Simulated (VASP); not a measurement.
Input:

```yaml
crystal:
  lattice:
    - [-1.39150, 1.39150, 1.39150]
    - [1.39150, -1.39150, 1.39150]
    - [1.39150, 1.39150, -1.39150]
  atoms:
    - { symbol: Fe, position: [0.00000, 0.00000, 0.00000], spin: 2.1 }
```

These are PBEsol GGA, VASP's PBE PAW potentials (set 64) (plane waves; VASP) values and carry that method's errors. Settings: 530 eV cut-off, 16×16×16 Γ-centred mesh, first-order Methfessel-Paxton smearing of 0.10 eV, potentials Fe.

Finite-difference elastic constants of metals are sensitive to mesh and smearing; shear constants can be off by tens of GPa.

Give the elastic stiffness tensor with the ions relaxed (GPa, in the frame of the cell).

|  | xx | yy | zz | yz | xz | xy |
|---|---|---|---|---|---|---|
| xx | 341 | 166 | 166 | 0.0 | 0.0 | 0.0 |
| yy | 166 | 341 | 166 | 0.0 | 0.0 | 0.0 |
| zz | 166 | 166 | 341 | 0.0 | 0.0 | 0.0 |
| yz | 0.0 | 0.0 | 0.0 | 121 | 0.0 | 0.0 |
| xz | 0.0 | 0.0 | 0.0 | 0.0 | 121 | 0.0 |
| xy | 0.0 | 0.0 | 0.0 | 0.0 | 0.0 | 121 |

Predict the Hill bulk modulus, Hill shear modulus, Young's modulus, Poisson's ratio.

The Hill bulk modulus is 224 GPa and the Hill shear modulus comes out as 106 GPa. The Young's modulus is 275 GPa and the Poisson's ratio comes out as 0.296.

Measured: C11 243 GPa at 4 K (computed value off by +40.4 %), C12 138 GPa at 4 K (computed value off by +20.1 %), C44 122 GPa at 4 K (computed value off by -1.1 %), as given by Xianwei Sha et al., Physical Review B (2006), arXiv:cond-mat/0612308. The calculation is for a static lattice, while the measured C11, C12, C44 hold thermal and zero-point effects, which are part of the difference.

The compound is Fe in the bcc structure. It was relaxed first, which changed the volume by -9 %.
